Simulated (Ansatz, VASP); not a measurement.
**Cross-check of Ni (Ni wire of staggered 3-rings) between VASP and Ansatz**

Aim: how closely do two programs agree when they are given the same cell, functional and k mesh? The cell is taken from a series of runs on this material, whose earlier steps may have relaxed, scaled, displaced or heated it; both programs get it as it stands.

Method: plane waves, with VASP 6.6.1 beside it; PBE, in Ansatz 0.2.0.

## Step 1: Starting point

The cell holds 6 atoms: 6 Ni. Its edges and angles: a = 9.617 Å, b = 9.239 Å, c = 3.985 Å, α = 90.0°, β = 90.0°, γ = 90.0°. Vacuum lies along a and b. The structure's axis is c.

## Step 2: Ansatz: single point, PBE

Ansatz runs on its default PAW (the set named soft_2) files.

With cell and atoms fixed, the geometry can't cause a difference; cores, projectors, grids and the points listed under the comparison can.

Input file input.yaml:

```yaml
crystal:
  lattice:
    - [9.617, 0.0, 0.0]
    - [0.0, 9.239, 0.0]
    - [0.0, 0.0, 3.9845531436]
  atoms:
    - { symbol: Ni, position: [0.43011263, 0.625659183, 0.0], spin: 0.88 }
    - { symbol: Ni, position: [0.43011263, 0.374366312, 0.0], spin: 0.88 }
    - { symbol: Ni, position: [0.639574719, 0.500012748, 0.0], spin: 0.87 }
    - { symbol: Ni, position: [0.360382295, 0.500012748, 0.5], spin: 0.87 }
    - { symbol: Ni, position: [0.569844384, 0.625659183, 0.5], spin: 0.88 }
    - { symbol: Ni, position: [0.569844384, 0.374366312, 0.5], spin: 0.88 }
magnetization:
  spin_polarized: true
kpoints:
  mp_grid: { grid: [1, 1, 21] }
scf:
  occupations: { method: fermi_dirac, width: 0.05 }
hamiltonian:
  xc: pbe
output:
  transmission:
    e_range: [-1.26, 1.26]
    de: 0.035
    kmesh: [1, 1]
    reduced_basis: true
    leads: [[0, 0]]
basis:
  ecutwfc: "350 eV"
```

Started as:

```sh
$ ansatz run input.yaml --threads 4 --pin off --max-ram 16384MiB --backend cpu --events-out ev --progress --plain --runs-dir out
```

Numbers of over 12 decimals in the logs are rounded to 6 here.

What it wrote:

```text
Warning: basis.ecutwfc = 350 eV is below the records' recommended 420 eV, and the density's cutoff is lower with it unless basis.ecutrho_ratio is high enough to keep the records' density cutoff: compare with a run at a higher cutoff
Engine: ansatz 0.2.0, aarch64-unknown-linux-gnu
Pseudopotentials: kind: paw
Pseudopotential: Ni, paw, valence charge 18, recommended cutoff 420 eV (normal), Ni.paw.azcp
Functional definition: PBE
  parameter kappa = 0.804
  parameter beta = 0.066725
  exchange = pbe_x(kappa = kappa, mu = beta*pi^2/3)
  correlation = pbe_c(beta = beta)
Crystal: 6 atoms, lattice volume = 354.033 Å³
Basis set: ecut = 350 eV, 5265 PW (Γ)
Bands: 68, of which v1, the nominal top of the filled ones, is band 54 counted from 1 (53 counted from 0)
Symmetry: 8 space group operations
Space group: Pmma (ITA 51), of the structure as read, at distance tolerance 7.1e-5 Å
Magnetic group: BNS 51.289 (UNI 387), of the structure as read, at distance tolerance 7.1e-5 Å
k-points: 11 of 21
Non-local potential: Ni, projectors of the file, l = 0: 3, l = 1: 2, l = 2: 3, l = 3: 1
PAW form: soft (Blöchl's): semilocal exchange-correlation on the pseudo side does not see the compensation charge
PAW one-centre angular grid: Ni, 590 points (default); XC on 64 Gauss nodes
Initial density: superposition of atomic densities (neutral atoms: chi_scale 0, normalization atom)
Starting moments: Σ|m| = 5.26 μB on 6 of 6 sites
Initial wavefunctions: pseudopotential atomic-orbital guess
Functional: x = pbe(κ = 0.804, μ = 0.219515), c = pbe(β = 0.066725)
SCF iter   1: F=—  HF=-35022.379167 eV  |F-HF|=—  |Δ(HF+E_count)|=         —  Δρ=2.86e-2 (↑2.86e-2 ↓2.22e-2)  dr2=1.27e1  dr2_m=8.95e-1  M=6.145 μB ∫|m|=6.282 μB  β_m=0.30  ethr=3.10e-3  ⟨swp⟩=7.9  Hψ=7051  notcnv=0  defer=12
Mixer restart at iter 1: flushing history
preconditioner: auto → LDOS  [metal: Δε(μ)=0.055 eV  Ē_g=5.632 eV  σ=0.050 eV  W_gap=0.26  n_scr=78 (ndim 8)  ℏωp=15.3 eV  f_vac=0.657  D(μ)=11.57/eV (n_scr^D=86)]
spin=Collinear: LDOS preconditioning applied to the charge; magnetization (m = ρ↑ − ρ↓) channel mixes plain (no charge-response kernel on spin).
SCF iter   2: F=—  HF=-35024.097832 eV  |F-HF|=—  |Δ(HF+E_count)|=    1.72e0  Δρ=2.09e-2 (↑2.09e-2 ↓1.22e-2)  dr2=2.84e0  dr2_m=4.79e-1  M=6.170 μB ∫|m|=6.350 μB  β_m=0.43  ethr=3.10e-3  ⟨swp⟩=3.0  Hψ=2650  notcnv=0  defer=109
SCF iter   3: F=—  HF=-35028.151974 eV  |F-HF|=—  |Δ(HF+E_count)|=    4.05e0  Δρ=6.13e-3 (↑3.13e-3 ↓6.13e-3)  dr2=8.91e-2  dr2_m=4.64e-2  M=5.975 μB ∫|m|=6.269 μB  β_m=0.49  ethr=2.63e-3  ⟨swp⟩=3.0  Hψ=2484  notcnv=0  defer=106
SCF iter   4: F=—  HF=-35029.120288 eV  |F-HF|=—  |Δ(HF+E_count)|=   9.68e-1  Δρ=7.25e-3 (↑2.31e-3 ↓7.25e-3)  dr2=2.01e-1  dr2_m=2.83e-2  M=5.700 μB ∫|m|=6.032 μB  β_m=0.49  ethr=8.25e-5  ⟨swp⟩=2.7  Hψ=2612  notcnv=0  defer=107
SCF iter   5: F=—  HF=-35029.437887 eV  |F-HF|=—  |Δ(HF+E_count)|=   3.18e-1  Δρ=4.00e-3 (↑1.66e-3 ↓4.00e-3)  dr2=2.46e-2  dr2_m=2.45e-2  M=5.656 μB ∫|m|=6.011 μB  β_m=0.75  ethr=8.25e-5  ⟨swp⟩=2.3  Hψ=2382  notcnv=0  defer=107
SCF iter   6: F=—  HF=-35029.534537 eV  |F-HF|=—  |Δ(HF+E_count)|=   9.67e-2  Δρ=1.19e-3 (↑3.01e-4 ↓1.19e-3)  dr2=2.20e-3  dr2_m=1.60e-3  M=5.601 μB ∫|m|=5.959 μB  β_m=0.75  ethr=2.28e-5  ⟨swp⟩=2.5  Hψ=2664  notcnv=0  defer=112
SCF iter   7: F=—  HF=-35029.534194 eV  |F-HF|=—  |Δ(HF+E_count)|=   3.43e-4  Δρ=2.74e-4 (↑1.60e-4 ↓2.74e-4)  dr2=1.75e-4  dr2_m=1.01e-4  M=5.609 μB ∫|m|=5.964 μB  β_m=0.74  ethr=2.04e-6  ⟨swp⟩=2.0  Hψ=2439  notcnv=0  defer=112
SCF iter   8: F=—  HF=-35029.534202 eV  |F-HF|=—  |Δ(HF+E_count)|=   7.64e-6  Δρ=8.65e-5 (↑8.01e-5 ↓8.65e-5)  dr2=2.51e-5  dr2_m=1.30e-5  M=5.609 μB ∫|m|=5.964 μB  β_m=0.82  ethr=1.62e-7  ⟨swp⟩=2.0  Hψ=2180  notcnv=0  defer=112
SCF iter   9: F=—  HF=-35029.534206 eV  |F-HF|=—  |Δ(HF+E_count)|=   4.36e-6  Δρ=3.76e-5 (↑1.39e-5 ↓3.76e-5)  dr2=4.19e-6  dr2_m=1.43e-6  M=5.610 μB ∫|m|=5.964 μB  β_m=0.86  ethr=2.33e-8  ⟨swp⟩=2.0  Hψ=2184  notcnv=0  defer=112
SCF iter  10: F=—  HF=-35029.534207 eV  |F-HF|=—  |Δ(HF+E_count)|=   1.17e-6  Δρ=1.20e-5 (↑5.81e-6 ↓1.20e-5)  dr2=4.69e-7  dr2_m=1.80e-7  M=5.611 μB ∫|m|=5.964 μB  β_m=0.80  ethr=3.88e-9  ⟨swp⟩=2.0  Hψ=2159  notcnv=0  defer=112
SCF iter  11: F=—  HF=-35029.534207 eV  |F-HF|=—  |Δ(HF+E_count)|=   7.23e-8  Δρ=4.11e-6 (↑2.05e-6 ↓4.11e-6)  dr2=8.58e-8  dr2_m=1.71e-8  M=5.611 μB ∫|m|=5.964 μB  β_m=0.79  ethr=4.34e-10  ⟨swp⟩=2.0  Hψ=2167  notcnv=0  defer=112
SCF iter  12: F=-35029.534207 eV  HF=-35029.534207 eV  |F-HF|=1.38e-8  |Δ(HF+E_count)|=   6.78e-9  Δρ=2.68e-6 (↑6.76e-7 ↓2.68e-6)  dr2=2.55e-8  dr2_m=6.39e-9  M=5.611 μB ∫|m|=5.964 μB  ethr=7.94e-11  ⟨swp⟩=11.0  Hψ=5833  notcnv=0
SCF 1 converged in 12 iterations: F = -35029.534207 eV  dr2 = 2.55e-8
  greatest PAW one-centre occupation: 1.002 electrons in one spin orbital (limit 2), on the Ni atom at site 5 (counted from 0), in its partial waves of l = 1
transmission: 10 of 60 steps passed
transmission: 15 of 60 steps passed
[...]
transmission: 60 of 60 steps passed
SCF converged after 12 iterations
Magnetization: 5.6111 μB (56.8056 up, 51.1944 down)
Absolute magnetization: 5.9668 μB (∫|ρ↑−ρ↓|, with the PAW one-centre terms)
Spin contamination: 0.0430 ħ² per cell (⟨S²⟩ above its minimum at these occupations)
Per-site moments (μB) at R_I (Å): [(0.878503, 0.957699), (0.878503, 0.957699), (0.875042, 0.959039), (0.875042, 0.959039), (0.878503, 0.957699), (0.878503, 0.957699)]
Free energy (F): -35029.534207 eV
Harris-Foulkes:  -35029.534207 eV  (|F-HF|=1.38e-8)
Internal energy: -35029.461419 eV  (E = F + TS)
E sigma→0 (E₀):  -35029.497813 eV
Entropy (-TS):   -0.072788 eV (-12.131 meV/atom)
Fermi energy:    -0.065409 eV
--- Per-component energies (eV) ---
  E_band       = -3638.667217
  E_kinetic    = 1690.369073
  E_local      = -67963.023626  (includes V_loc(G=0)·N_el)
  E_nonlocal   = 3857.365358
  E_hartree    = 31315.648686
  E_xc         = -495.321573
  E_vxc        = -637.320765  (∫ρ·V_xc dr)
  E_paw        = -9813.838991  (= ΣΔE_a)
  E_vpaw       = -3217.331130  (= ΣTr[D̂ρ^β])
  E_aug_tail   = 0.001838  (compensation charges beyond the density's cutoff)
  E_ewald      = 6379.337815
  E_smearing   = -0.072788  (= −TS)
  E_closure    = -0.000000  (closes the sum)
  Σ components = -35029.534207   (vs F -35029.534207, Δ=0.00e0)
--- Band table (eV; the first three rows and the last of 22) ---
  k-point 0 ↑: bands = [... 50 lower, -1.1424, -1.0847, -1.0817, -1.0211, -0.9204, -0.9195, -0.3843, 1.4240, ... 10 higher]
  k-point 1 ↑: bands = [... 50 lower, -1.1867, -1.0537, -1.0510, -1.0233, -0.9025, -0.9019, -0.4013, 1.4443, ... 10 higher]
  k-point 2 ↑: bands = [... 50 lower, -1.1699, -1.0294, -1.0258, -1.0228, -0.8484, -0.8482, -0.4518, 1.5055, ... 10 higher]
  k-point 10 ↓: bands = [... 50 lower, 0.0446, 0.0716, 0.1730, 0.1805, 0.2541, 0.2620, 1.2015, 1.2154, ... 10 higher]
--- Transmission ---
  basis      : 653 plane waves across, 5 finite elements along
  points     : 1, standing for a mesh of 1 x 1
  filling    : by the input's occupations and mesh, since the crystals that have channels conduct as metals do. If one of these is a semiconductor, that mesh has misplaced its level
  energies   : 73 from -1.260000 to 1.260000 eV about the Fermi level, 0.035000 eV apart; the leads are filled to 0.000000 eV, and channels, transmission and decay are at 0.000000 eV
  crystal 0  : Ni6, at the sites [0, 0], period 3.9846 Å: whole cells are its period
    offset         : up to 0.0000 Å between an atom of the period and one for which it stands
    filled         : 11.1 meV under the level at which it is neutral
    channels       : 3.000000e0 up, 6.000000e0 down
    conductance    : 3.7340e14 S/m² at 300 K; may be off by some 0.1 % by where its bands' edges are placed, 4.4 % from the distance to neutral
```

## Step 3: VASP: single point, PBE

The same cell, functional, mesh and smearing now go to VASP, with its own data sets.

Lines of VASP's logs that name or quote its potential files are left out, and so is its time.

Input file INCAR:

```
SYSTEM = Ni
PREC = Accurate
ENCUT = 520
EDIFF = 1E-06
NELM = 200
ISMEAR = -1
SIGMA = 0.05
LREAL = .FALSE.
ALGO = Normal
GGA = PE
NBANDS = 44
ISPIN = 2
MAGMOM = 0.88 0.88 0.88 0.88 0.88 0.88
LASPH = .TRUE.
LMAXMIX = 4
LORBIT = 11
LWAVE = .FALSE.
LCHARG = .FALSE.
ISIF = 2
GGA_COMPAT = .FALSE.
KPAR = 2
```

Input file POSCAR:

```
Ni
1.0
    9.6170000000      0.0000000000      0.0000000000
    0.0000000000      9.2390000000      0.0000000000
    0.0000000000      0.0000000000      3.9845531436
Ni
6
Direct
    0.4301126300      0.6256591830      1.0000000000
    0.4301126300      0.3743663120      1.0000000000
    0.6395747190      0.5000127475      1.0000000000
    0.3603822950      0.5000127475      0.5000000000
    0.5698443840      0.6256591830      0.5000000000
    0.5698443840      0.3743663120      0.5000000000
```

Input file KPOINTS:

```
Automatic mesh
0
Gamma
1 1 21
0 0 0
```

The projector-augmented-wave data sets are Ni (PBE family, release 64).

Started as:

```sh
$ mpirun -np 2 vasp_std
```

What it wrote:

```text
[banner, memory and clock lines left out]
running    2 mpi-ranks, on    1 nodes
 distrk:  each k-point on    1 cores,    2 groups
 distr:  one band on    1 cores,    1 groups

 POSCAR found type information on POSCAR Ni
 POSCAR found :  1 types and       6 ions
 LDA part: xc-table for (Slater+PW92), standard interpolation
 POSCAR, INCAR and KPOINTS ok, starting setup
 FFT: planning ... GRIDC
 FFT: planning ... GRID_SOFT
 FFT: planning ... GRID
 WAVECAR not read
 entering main loop
       N       E                     dE             d eps       ncg     rms          rms(c)
DAV:   1     0.361139640234E+03    0.36114E+03   -0.23376E+04  1936   0.120E+03
DAV:   2    -0.947117309162E+01   -0.37061E+03   -0.34906E+03  1952   0.276E+02
DAV:   3    -0.275053600736E+02   -0.18034E+02   -0.17444E+02  2152   0.862E+01
DAV:   4    -0.277704334209E+02   -0.26507E+00   -0.26452E+00  2268   0.119E+01
DAV:   5    -0.277757048836E+02   -0.52715E-02   -0.52712E-02  2860   0.109E+00    0.179E+01
DAV:   6    -0.261764494041E+02    0.15993E+01   -0.31130E+01  2096   0.571E+01    0.142E+01
DAV:   7    -0.243198748193E+02    0.18566E+01   -0.82855E+00  2044   0.282E+01    0.490E+00
DAV:   8    -0.242744034427E+02    0.45471E-01   -0.60353E-01  2172   0.484E+00    0.244E+00
DAV:   9    -0.242450503241E+02    0.29353E-01   -0.14577E-01  2092   0.429E+00    0.149E+00
DAV:  10    -0.242573023937E+02   -0.12252E-01   -0.14617E-01  2172   0.748E+00    0.246E+00
DAV:  11    -0.242332338791E+02    0.24069E-01   -0.55012E-02  2112   0.469E+00    0.410E-01
DAV:  12    -0.242342642236E+02   -0.10303E-02   -0.12586E-02  2432   0.102E+00    0.364E-01
DAV:  13    -0.242351952057E+02   -0.93098E-03   -0.52035E-03  2080   0.132E+00    0.257E-01
DAV:  14    -0.242356634404E+02   -0.46823E-03   -0.13033E-03  1984   0.468E-01    0.977E-02
DAV:  15    -0.242365550496E+02   -0.89161E-03   -0.64789E-04  2280   0.288E-01    0.101E-01
DAV:  16    -0.242370815863E+02   -0.52654E-03   -0.49818E-04  1968   0.353E-01    0.688E-02
DAV:  17    -0.242371633677E+02   -0.81781E-04   -0.11700E-04  2044   0.189E-01    0.347E-02
DAV:  18    -0.242372818871E+02   -0.11852E-03   -0.29293E-05  2052   0.537E-02    0.223E-02
DAV:  19    -0.242374375548E+02   -0.15567E-03   -0.14035E-05  2360   0.528E-02    0.119E-02
DAV:  20    -0.242375646425E+02   -0.12709E-03   -0.11393E-05  1964   0.348E-02    0.606E-03
DAV:  21    -0.242375942103E+02   -0.29568E-04   -0.27623E-06  1784   0.182E-02    0.450E-03
DAV:  22    -0.242376075355E+02   -0.13325E-04   -0.13542E-06  1528   0.594E-03    0.299E-03
DAV:  23    -0.242376107141E+02   -0.31786E-05   -0.62603E-07  1464   0.644E-03    0.932E-04
DAV:  24    -0.242376108342E+02   -0.12014E-06   -0.14689E-07  1320   0.293E-03
   1 F= -.24237611E+02 E0= -.24200413E+02  d E =-.743951E-01  mag=     5.5684
```

(Continued in part 2 of 2.)

[Lines on the potential files, build, host, timing and source positions are cut from VASP's logs without a mark.]

[Logs are printed without paths, hosts, clocks, repeated set-up lines and the standing remarks that a program may print on its own settings, such as how far it seeks lower states.]

[Hosts, paths, dates, database ids (printed as entryN), source tags and the programs' standing remarks are cut or masked in the printed files.]
